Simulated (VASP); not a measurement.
# Zr: stress against strain

Zr (hcp, P6_3/mmc, 21.783 Å³/atom and stress up to 0.21 GPa in the relaxed cell, c along z) under a strain ε along c (axis z), the other axes held. LDA in VASP (plane waves, PAW), 480 eV, 18×18×10 Γ-centred mesh, Methfessel-Paxton smearing 0.10 eV; ions are relaxed, or left where forces stay under 0.02 eV/Å, within the symmetry of each cell. Against the start cell, which lies near the measured one, the relaxed cell differs by -6.4 % in volume and -1.1 % in c; the values below rest on it. Stress is positive for a compressed cell.

Here s stands for strain and y for stress zz.

```
strain (%)  stress zz (GPa)
----------  ---------------
-3.00                     ?
-1.50                  2.55
-1.00                  1.61
-0.50                  0.71
0.00                  -0.14
0.50                  -0.96
1.00                  -1.74
1.50                  -2.50
```

Problem. Fit y against s with a straight line, and predict the withheld value at s = -3.00.

Solution. Means: s 0, y -0.067. About the means, the sum of products is -11.760 and the sum of squares of s is 7.0000; the slope is their ratio. Least squares gives y = -0.067 - 1.6800·s. Residuals (row less fit): 0.097, -0.003, -0.063, -0.073, -0.053, 0.007, 0.087; standard error 0.076 (degrees of freedom: 5). The slope gives the elastic constant C33 = about 170 GPa. At the withheld row, y = -0.067 - 1.6800 × (-3.0) = 4.973 GPa. The calculation gives 5.68 GPa, 0.707 GPa above the prediction (8.6 % of the range of y in the table). The row lies outside the fitted rows, so this is an extrapolation. From the scatter of the fitted rows alone, a prediction at this place has a standard error of 0.119 GPa, so the miss is 5.9 times that.

A polynomial of degree 2 through the 12 other runs of the series gives 5.59 there, so most of the miss is curvature that the fit leaves out. In a metal these values are sensitive to mesh and smearing; energies are taken to zero smearing, stresses follow the free energy. The runs aren't spin-polarised. Rows are the converged runs of the series near zero and its far end; series whose fitted rows scatter by over a few per cent of the range, as at a crossing or softening among them, aren't shown in this form, nor equations of state whose B0' disagrees with the runs' pressures. Most that stay on the fit to the last digits aren't either.
